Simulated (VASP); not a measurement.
Input:

```xyz
2
Lattice="1.3635 -2.3616 0.0000 1.3635 2.3616 0.0000 0.0000 0.0000 4.2956" Properties=species:S:1:pos:R:3 pbc="T T T"
Ru     1.3635     0.7872     1.0739
Ru     1.3635    -0.7872     3.2217
```

Computed with PW91 GGA, VASP's PBE PAW potentials (set 64) (plane waves; VASP). Numerical set-up: 520 eV cut-off, Gaussian smearing of 0.050 eV, potentials Ru_pv.

Q: What does the run give for the band gap (along the path) with the smallest direct gap where there is one?

A: 
The band gap (along the path) comes out as none (metal, semimetal or under 0.01 eV).

The absolute energy has meaning only against runs of the same code, potentials and settings.

The compound is Ru in the hcp structure. It was relaxed first.
